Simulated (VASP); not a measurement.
These are PBE GGA, VASP's PBE PAW potentials (set 64) (plane waves; VASP) values and carry that method's errors.

VASP input:

**POSCAR**
```
MoSe
5.2183640
  0.0000000000   0.4999999957   0.4999999957
  0.4999999957   0.0000000000   0.4999999957
  0.4999999957   0.4999999957   0.0000000000
Mo Se
1 1
Direct
  0.0000000000   0.0000000000   0.0000000000
  0.5000000000   0.5000000000   0.5000000000
```

### INCAR
```
SYSTEM = MoSe
PREC = Accurate
ENCUT = 400
EDIFF = 1E-7
NELM = 100
ALGO = Normal
LREAL = .FALSE.
LASPH = .TRUE.
ISMEAR = -5
GGA = PE
LMAXMIX = 4
LWAVE = .FALSE.
LCHARG = .TRUE.
LORBIT = 11
NEDOS = 601
ISIF = 2
```

### KPOINTS
```
Automatic mesh
0
Gamma
14 14 14
0 0 0
```

POTCAR, in this order: Mo_sv Se (PBE.64 set). Program: vasp_std.

The resulting files:

**OUTCAR**
```
 ion  position               nearest neighbor table
   1  0.000  0.000  0.000-   2 2.61   2 2.61   2 2.61   2 2.61   2 2.61   2 2.61
   2  0.500  0.500  0.500-   1 2.61   1 2.61   1 2.61   1 2.61   1 2.61   1 2.61
  LATTYP: Found a face centered cubic cell.
 ALAT       =     5.2183639548
 Subroutine PRICEL returns:
 Original cell was already a primitive cell.
 Subroutine GETGRP returns: Found 48 space group operations
The static configuration has the point symmetry O_h .
The dynamic configuration has the point symmetry O_h .
 Subroutine INISYM returns: Found 48 space group operations
 Subroutine IBZKPT returns following result:
 Found    104 irreducible k-points:

 Following reciprocal coordinates:
            Coordinates               Weight
  0.000000  0.000000  0.000000      1.000000
  0.071429  0.000000  0.000000      8.000000
  0.142857  0.000000  0.000000      8.000000
  0.214286  0.000000  0.000000      8.000000
  0.285714  0.000000  0.000000      8.000000
  0.357143  0.000000  0.000000      8.000000
  0.428571  0.000000  0.000000      8.000000
  0.500000  0.000000  0.000000      4.000000
  0.071429  0.071429  0.000000      6.000000
  0.142857  0.071429  0.000000     24.000000
  0.214286  0.071429  0.000000     24.000000
  0.285714  0.071429  0.000000     24.000000
  0.357143  0.071429  0.000000     24.000000
  0.428571  0.071429  0.000000     24.000000
  0.500000  0.071429  0.000000     24.000000
 -0.428571  0.071429  0.000000     24.000000
 -0.357143  0.071429  0.000000     24.000000
 -0.285714  0.071429  0.000000     24.000000
 -0.214286  0.071429  0.000000     24.000000
 -0.142857  0.071429  0.000000     24.000000
 -0.071429  0.071429  0.000000     12.000000
  0.142857  0.142857  0.000000      6.000000
  0.214286  0.142857  0.000000     24.000000
  0.285714  0.142857  0.000000     24.000000
  0.357143  0.142857  0.000000     24.000000
  0.428571  0.142857  0.000000     24.000000
  0.500000  0.142857  0.000000     24.000000
 -0.428571  0.142857  0.000000     24.000000
 -0.357143  0.142857  0.000000     24.000000
 -0.285714  0.142857  0.000000     24.000000
 -0.214286  0.142857  0.000000     24.000000
 -0.142857  0.142857  0.000000     12.000000
  0.214286  0.214286  0.000000      6.000000
  0.285714  0.214286  0.000000     24.000000
  0.357143  0.214286  0.000000     24.000000
  0.428571  0.214286  0.000000     24.000000
  0.500000  0.214286  0.000000     24.000000
 -0.428571  0.214286  0.000000     24.000000
 -0.357143  0.214286  0.000000     24.000000
 -0.285714  0.214286  0.000000     24.000000
   k-points           NKPTS =    104   k-points in BZ     NKDIM =    104   number of bands    NBANDS=     14
   number of dos      NEDOS =    601   number of ions     NIONS =      2
   total plane-waves  NPLWV =  13824
   dimension x,y,z NGX =    24 NGY =   24 NGZ =   24
   dimension x,y,z NGXF=    48 NGYF=   48 NGZF=   48
   ions per type =               1   1
   PREC   = accura    normal or accurate (medium, high low for compatibility)
   ISTART =      0    job   : 0-new  1-cont  2-samecut
   ICHARG =      2    charge: 1-file 2-atom 10-const
   ISPIN  =      1    spin polarized calculation?
   LNONCOLLINEAR =      F non collinear calculations
   LSORBIT =      F    spin-orbit coupling
   INIWAV =      1    electr: 0-lowe 1-rand  2-diag
   ENCUT  =  400.0 eV  29.40 Ry    5.42 a.u.   6.02  6.02  6.02*2*pi/ulx,y,z
   NELM   =    100;   NELMIN=  2; NELMDL= -5     # of ELM steps
   EDIFF  = 0.1E-06   stopping-criterion for ELM
   LREAL  =      F    real-space projection
   NLSPLINE    = F    spline interpolate recip. space projectors
   LMAXMIX     =    4 max onsite mixed and CHGCAR
...
```

### OSZICAR
```
       N       E                     dE             d eps       ncg     rms          rms(c)
DAV:   1     0.112518983719E+03    0.11252E+03   -0.95151E+03  2968   0.113E+03
DAV:   2    -0.106847025782E+02   -0.12320E+03   -0.12125E+03  3638   0.308E+02
DAV:   3    -0.137282997294E+02   -0.30436E+01   -0.30165E+01  3416   0.456E+01
DAV:   4    -0.137472298604E+02   -0.18930E-01   -0.18856E-01  3290   0.373E+00
DAV:   5    -0.137473285745E+02   -0.98714E-04   -0.98906E-04  3356   0.268E-01    0.133E+01
DAV:   6    -0.133099453974E+02    0.43738E+00   -0.26767E+00  3002   0.123E+01    0.519E+00
DAV:   7    -0.132898696825E+02    0.20076E-01   -0.14706E-01  2954   0.331E+00    0.341E+00
DAV:   8    -0.132864106923E+02    0.34590E-02   -0.18270E-02  3398   0.103E+00    0.291E-01
DAV:   9    -0.132863485773E+02    0.62115E-04   -0.28790E-04  3122   0.129E-01    0.140E-01
DAV:  10    -0.132863603686E+02   -0.11791E-04   -0.18133E-04  3338   0.115E-01    0.232E-02
DAV:  11    -0.132863476648E+02    0.12704E-04   -0.17364E-05  2966   0.410E-02    0.124E-02
DAV:  12    -0.132863526423E+02   -0.49775E-05   -0.17238E-06  3050   0.107E-02    0.268E-03
DAV:  13    -0.132863535738E+02   -0.93150E-06   -0.13581E-07  2020   0.266E-03    0.846E-04
DAV:  14    -0.132863533834E+02    0.19046E-06   -0.80164E-09  1462   0.696E-04    0.363E-04
DAV:  15    -0.132863532797E+02    0.10365E-06   -0.97293E-10  1474   0.221E-04    0.736E-05
DAV:  16    -0.132863532478E+02    0.31881E-07   -0.24394E-10  1462   0.110E-04
   1 F= -.13286353E+02 E0= -.13286353E+02  d E =0.000000E+00
```

File OUTCAR:
```
------------------------ aborting loop because EDIFF is reached ----------------------------------------
  FORCE on cell =-STRESS in cart. coord.  units (eV):
  Direction    XX          YY          ZZ          XY          YZ          ZX
  --------------------------------------------------------------------------------------
  Total       -0.0247498     -0.0247498     -0.0247498      0.0000000     -0.0000000      0.0000000
  in kB       -1.1161927     -1.1161927     -1.1161927      0.0000000     -0.0000000      0.0000000
  external PRESSURE =      -1.1161927 kB  Pullay stress =       0.0000000 kB
  volume of cell :       35.53
      direct lattice vectors                 reciprocal lattice vectors
     0.000000000  2.609181977  2.609181977    -0.191630942  0.191630942  0.191630942
     2.609181977  0.000000000  2.609181977     0.191630942 -0.191630942  0.191630942
     2.609181977  2.609181977  0.000000000     0.191630942  0.191630942 -0.191630942
 POSITION                                       TOTAL-FORCE (eV/Angst)
 -----------------------------------------------------------------------------------
      0.00000      0.00000      0.00000        -0.000000     -0.000000      0.000000
      2.60918      2.60918      2.60918         0.000000      0.000000     -0.000000
 -----------------------------------------------------------------------------------
    total drift:                                0.000000     -0.000000     -0.000000
  FREE ENERGIE OF THE ION-ELECTRON SYSTEM (eV)
  ---------------------------------------------------
  free  energy   TOTEN  =       -13.2863532478 eV

  energy  without entropy=      -13.2863532478  energy(sigma->0) =      -13.28635325

 total charge

# of ion       s       p       d       tot
------------------------------------------
    1        2.203   6.094   4.072  12.369
    2        1.430   2.389   0.121   3.940
--------------------------------------------------
tot          3.633   8.483   4.193  16.309
```
(Selected blocks of OUTCAR.)

For a metal the tetrahedron method with Blöchl corrections gives inexact stress and forces.

The structure was generated: MoSe was put into the rock salt type (Fm-3m), which need not be its known phase. It was relaxed first, which changed the volume by -31 %.
